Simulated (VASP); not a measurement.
An input for Quantum ESPRESSO's pw.x (written as the equivalent of a VASP run, and not itself run):

```
&CONTROL
  calculation = 'scf'
  pseudo_dir = './pseudo'
  outdir = './out'
  tprnfor = .true.
  tstress = .true.
/
&SYSTEM
  ibrav = 0
  nat = 4
  ntyp = 3
  ecutwfc = 90
  occupations = 'smearing'
  smearing = 'fermi-dirac'
  degauss = 0.000735
  input_dft = 'pz'
  nspin = 2
  starting_magnetization(1) = 0.4
  starting_magnetization(2) = -0.4
/
&ELECTRONS
  conv_thr = 7.3e-08
  electron_maxstep = 100
/
ATOMIC_SPECIES
  Fe1 55.845 Fe.upf
  Fe2 55.845 Fe.upf
  O 15.999 O.upf
CELL_PARAMETERS angstrom
     4.3300000    2.1650000    2.1650000
     2.1650000    4.3300000    2.1650000
     2.1650000    2.1650000    4.3300000
ATOMIC_POSITIONS crystal
  Fe1  0.0000000  0.0000000  0.0000000
  Fe2  0.5000000  0.5000000  0.5000000
  O    0.2500000  0.2500000  0.2500000
  O    0.7500000  0.7500000  0.7500000
K_POINTS automatic
  5 5 5 0 0 0
HUBBARD {ortho-atomic}
U Fe1-3d 2
U Fe2-3d 2
```

Task: Translate this input to VASP (INCAR, KPOINTS, POSCAR, choice of POTCAR).

Result: Several could match; the one computed here: 
### KPOINTS
```
Automatic mesh
0
Gamma
5 5 5
0 0 0
```

File POSCAR:
```
FeO
1
    4.3300000000     2.1650000000     2.1650000000
    2.1650000000     4.3300000000     2.1650000000
    2.1650000000     2.1650000000     4.3300000000
Fe O
2 2
Direct
  0.0000000000   0.0000000000   0.0000000000
  0.5000000000   0.5000000000   0.5000000000
  0.2500000000   0.2500000000   0.2500000000
  0.7500000000   0.7500000000   0.7500000000
```

**INCAR**
```
! general
SYSTEM  =FeO
PREC    =Accurate
ENCUT   =400
LREAL   =.False.   ! projection in real space or not
LASPH   =.True.   ! aspherical one-centre terms

! electronic loop
EDIFF   =1E-6   ! SCF stop (eV)
NELM    =100
ALGO    =Normal   ! blocked Davidson
LMAXMIX =4

! smearing
ISMEAR  =-1   ! Fermi-Dirac
SIGMA   =0.01   ! width (eV)

! spin
ISPIN   =2
MAGMOM  =4.0 -4.0 0.0 0.0

! DFT+U
LDAU    =.True.
LDAUTYPE=2   ! Dudarev
LDAUL   =2 -1
LDAUU   =2.0 0
LDAUJ   =0 0

! ions
ISIF    =2

! output
LWAVE   =.False.
LCHARG  =.False.
LORBIT  =11
```

POTCAR, in this order: Fe O (LDA.64 set). Program: vasp_std.

What does not carry over: the potentials are each code's own (VASP's PAW set, PseudoDojo norm-conserving files in pw.x), so ENCUT and ecutwfc are chosen apart and not converted; conv_thr bounds pw.x's estimated SCF error, while EDIFF bounds the energy change between steps; starting_magnetization is a fraction of the valence charge and MAGMOM a moment in μB, so they match only roughly; the +U projectors differ (PAW spheres against orthogonalised atomic orbitals), so the same U acts differently.

The structure is a typed FeO crystal (Fm-3m). The cell was not relaxed at this level. The k-mesh is coarse (spacing up to 0.48 per Å, 2π included), so the numbers may not be converged in it. The run is one of a series of settings (LDAU = .TRUE., LDAUJ = 0 0, LDAUL = 2 -1, LDAUTYPE = 2, LDAUU = 2.0 0 against the base run), some of them coarse on purpose.
